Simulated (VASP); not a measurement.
Runs of VASP 6.6.1 on Ga11CuP12 (a cell with a defect). The cell holds a defect, 24 atoms: a = 11.562 Å, b = 7.708 Å, c = 7.708 Å, α = 60.00°, β = 60.00°, γ = 60.00°. 

```csv
task,level,spin,U,fixed moment (μB),cell,gap on the mesh (eV),pressure (GPa),moment (μB),largest force (eV/Å)
single point,PBEsol+U,"collinear, ferromagnetic start",Cu d U = 5 eV,2,"P1, 20.24 Å³/atom",-,-1.7,2.00,0.19
single point,PBEsol+U,"collinear, ferromagnetic start",Cu d U = 5 eV,-,"P1, 20.24 Å³/atom",none,-1.9,0.00,0.03
single point,PBEsol+U,"collinear, zero start",Cu d U = 7 eV,0,"P1, 20.24 Å³/atom",-,-1.9,0.00,0.03
relaxation of the atoms,PBEsol+U,"collinear, ferromagnetic start",Cu d U = 5 eV,-,atoms relaxed,none,-1.8,0.00,0.03
single point,PBEsol+U,"collinear, zero start",Cu d U = 5 eV,0,"Cm, 20.24 Å³/atom",-,-1.7,0.00,(b)
single point,PBEsol,"collinear, zero start",-,0,"P1, 20.24 Å³/atom",-,-2.0,0.00,0.05
single point,PBEsol+U,"collinear, ferromagnetic start",Cu d U = 5 eV,-,"Cm, 20.24 Å³/atom",none,-1.6,(a),0.64
```

Alike in all rows: potentials or basis VASP PAW PBE potentials, release 64 (Cu, Ga_d, P); k mesh 2 × 2 × 2; cutoff (eV) 350; smearing gaussian 0.03 eV; the mesh is coarse, so values aren't converged.

Estimate the missing entries.

(a) 0.34; (b) 0.66.

Caveats: all runs use coarse meshes; the cutoff is under 1.25 times the usual one of these potentials, so pressure, stress and relaxed cells hold a basis-set (Pulay) error; the PAW data sets were made with another functional, which shifts forces and pressure a little; the U is typed as a test and isn't derived for this compound (some runs); the total moment is fixed, so each spin has its own Fermi level (some runs).

A k mesh can miss the band edges, and the runs leave out spin-orbit coupling on Ga.

A gap of «none» marks a metal or a gap under the smearing width.
